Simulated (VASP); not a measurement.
A convergence study with VASP on BN (space group F-43m): one setting is varied, all else stays as given below, so the limit is that of these other settings.

```yaml
crystal:
  lattice:
    - [0.00000, 1.79846, 1.79846]
    - [1.79846, 0.00000, 1.79846]
    - [1.79846, 1.79846, 0.00000]
  atoms:
    - { symbol: B, position: [0.00000, 0.00000, 0.00000] }
    - { symbol: N, position: [0.25000, 0.25000, 0.25000] }
```

All values below come from PBE GGA, VASP's PBE PAW potentials (set 64) (plane waves; VASP 6.6.1). The tightest run used: 400 eV cut-off, 12×12×12 Γ-centred mesh, Gaussian smearing of 0.010 eV, potentials B N.

Question: The settings run are 4×4×4 mesh; 5×5×5 mesh; 6×6×6 mesh; 8×8×8 mesh; 10×10×10 mesh; 12×12×12 mesh. From which on does the mean ε∞ stay within 0.05  of the tightest run?

Answer: From 8×8×8 mesh on: it is off by 0.02 there and by no more than 0.05 in any finer run, while 6×6×6 mesh is off by 0.10.
```csv
setting,mean ε∞,irreducible k-points,difference judged ()
4×4×4 mesh,5.25,8,0.65
5×5×5 mesh,4.85,10,0.26
6×6×6 mesh,4.70,16,0.10
8×8×8 mesh,4.61,29,0.02
10×10×10 mesh,4.60,47,0.00
12×12×12 mesh,4.59,72,0.00
```

Left out are rungs that failed or repeat a setting and relaxations that didn't move; long series are thinned to 24 rows.

The structure is a typed BN crystal (space group no. 216). The cell was not relaxed at this level.
